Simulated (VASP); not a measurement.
Calculation: PBEsol GGA, VASP's PBE PAW potentials (set 64) (plane waves; VASP).

Input for VASP

**POSCAR**
```
PbSe
1
    0.0000000000     3.0499386908     3.0499386908
    3.0499386908     0.0000000000     3.0499386908
    3.0499386908     3.0499386908     0.0000000000
Pb Se
1 1
Direct
  0.0000000000   0.0000000000   0.0000000000
  0.5000000000   0.5000000000   0.5000000000
```

**KPOINTS**
```
Automatic
0
G
 7 7 7
```

**INCAR**
```
ALGO = Normal
EDIFF = 1E-7
ENCUT = 530
GGA = PS
IBRION = 6
ISIF = 3
ISMEAR = 0
LASPH = T
LCHARG = F
LMAXMIX = 4
LREAL = F
LWAVE = F
NELM = 100
NFREE = 2
NSW = 1
POTIM = 0.015
PREC = Accurate
SIGMA = 0.05
SYSTEM = PbSe
```

POTCAR, in this order: Pb_d Se (PBE.64 set). Program: vasp_std.

Output of the run:

File OUTCAR:
```


 TOTAL ELASTIC MODULI (kBar)
 Direction    XX          YY          ZZ          XY          YZ          ZX
 --------------------------------------------------------------------------------
 XX        1389.0462    113.2168    113.2168      0.0000      0.0000     -0.0000
 YY         113.2168   1389.0462    113.2168      0.0000      0.0000      0.0000
 ZZ         113.2168    113.2168   1389.0462     -0.0000      0.0000     -0.0000
 XY           0.0000      0.0000     -0.0000    175.8363     -0.0000      0.0000
 YZ           0.0000      0.0000      0.0000     -0.0000    175.8363      0.0000
 ZX          -0.0000      0.0000     -0.0000      0.0000      0.0000    175.8363
 --------------------------------------------------------------------------------
```
(Selected blocks of OUTCAR.)

The compound is PbSe in the rock salt structure. It was relaxed first.
